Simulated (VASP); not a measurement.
Level of theory: PBE GGA, VASP's PBE PAW potentials (set 64) (plane waves; VASP).

VASP input:

**INCAR**
```
SYSTEM = PbF2
PREC = Normal
ENCUT = 520
EDIFF = 1E-6
NELM = 100
ALGO = Normal
LREAL = .FALSE.
LASPH = .TRUE.
ISMEAR = 0
SIGMA = 0.05
GGA = PE
LMAXMIX = 4
LWAVE = .FALSE.
LCHARG = .FALSE.
ISIF = 2
```

**KPOINTS**
```
Automatic mesh
0
Gamma
6 6 6
0 0 0
```

POSCAR:
```
PbF2
1
    0.0000000000     3.0405300000     2.9546830000
    2.9555420000     0.0000000000     2.9546830000
    2.9555420000     3.0405300000     0.0000000000
Pb F
1 2
Direct
  0.0000000000   0.0000000000   0.0000000000
  0.2500000000   0.2500000000   0.2500000000
  0.7403290000   0.7596710000   0.7596710000
```

POTCAR, in this order: Pb_d F (PBE.64 set). Program: vasp_std.

Predict the energy per atom (σ→0), pressure, largest force.

| Quantity | Value |
|---|---|
| energy per atom (σ→0) | -4.780 eV/atom |
| pressure | 1.01 GPa |
| largest force | 0.145 eV/Å |

**OSZICAR**
```
...
DAV:   8    -0.143396911953E+02    0.46201E-02   -0.10252E-01  2466   0.396E+00    0.487E-01
DAV:   9    -0.143373405082E+02    0.23507E-02   -0.19766E-02  2740   0.108E+00    0.101E-01
DAV:  10    -0.143385040069E+02   -0.11635E-02   -0.15585E-03  2454   0.430E-01    0.278E-02
DAV:  11    -0.143384947925E+02    0.92145E-05   -0.10936E-04  2624   0.108E-01    0.115E-02
DAV:  12    -0.143385051548E+02   -0.10362E-04   -0.45421E-05  2746   0.718E-02    0.999E-03
DAV:  13    -0.143385036127E+02    0.15421E-05   -0.13683E-05  2690   0.413E-02    0.152E-03
DAV:  14    -0.143385036860E+02   -0.73286E-07   -0.57434E-07  1534   0.651E-03
   1 F= -.14338504E+02 E0= -.14338504E+02  d E =-.327570E-13
```

The compound is PbF2 in the fluorite structure, the β form. The cell was not relaxed at this level, atoms are displaced from their ideal sites. The run is one of a series of settings (PREC = Normal against the base run), some of them coarse on purpose.
